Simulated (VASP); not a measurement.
VASP input:

File KPOINTS:
```
Automatic mesh
0
gamma
  8 8 8
0 0 0
```

**INCAR**
```
SYSTEM=Ni3Sn
PREC=Accurate; ENCUT=480; LREAL=.FALSE.
LASPH=.TRUE.
EDIFF=1E-7; NELM=100; ALGO=Normal
LMAXMIX=4
ISMEAR=1; SIGMA=0.1
GGA=PS
ISIF=2
LWAVE=.FALSE.; LCHARG=.FALSE.
```

File POSCAR:
```
Ni3Sn
1
    0.0000000000     2.9219268245     2.9219268245
    2.9219268245     0.0000000000     2.9219268245
    2.9219268245     2.9219268245     0.0000000000
Ni Sn
3 1
Direct
  0.5000000000   0.5000000000   0.5000000000
  0.2500000000   0.2500000000   0.2500000000
  0.7500000000   0.7500000000   0.7500000000
  0.0000000000   0.0000000000   0.0000000000
```

POTCAR, in this order: Ni Sn_d (PBE.64 set). Program: vasp_std.

### Question
Write an equivalent input for Quantum ESPRESSO's pw.x.

### Answer
One equivalent input (not run):
```
&CONTROL
  calculation = 'scf'
  pseudo_dir = './pseudo'
  outdir = './out'
  tprnfor = .true.
  tstress = .true.
/
&SYSTEM
  ibrav = 0
  nat = 4
  ntyp = 2
  ecutwfc = 98
  occupations = 'smearing'
  smearing = 'methfessel-paxton'
  degauss = 0.00735
  input_dft = 'pbesol'
/
&ELECTRONS
  conv_thr = 7.3e-09
  electron_maxstep = 100
/
ATOMIC_SPECIES
  Ni 58.693 Ni.upf
  Sn 118.710 Sn.upf
CELL_PARAMETERS angstrom
     0.0000000    2.9219268    2.9219268
     2.9219268    0.0000000    2.9219268
     2.9219268    2.9219268    0.0000000
ATOMIC_POSITIONS crystal
  Ni   0.5000000  0.5000000  0.5000000
  Ni   0.2500000  0.2500000  0.2500000
  Ni   0.7500000  0.7500000  0.7500000
  Sn   0.0000000  0.0000000  0.0000000
K_POINTS automatic
  8 8 8 0 0 0
```
What does not carry over: the potentials are each code's own (VASP's PAW set, PseudoDojo norm-conserving files in pw.x), so ENCUT and ecutwfc are chosen apart and not converted; conv_thr bounds pw.x's estimated SCF error, while EDIFF bounds the energy change between steps.

The structure comes from a computed database's Ni3Sn entry (Fm-3m); how it stands against other phases isn't given here. It was relaxed first.
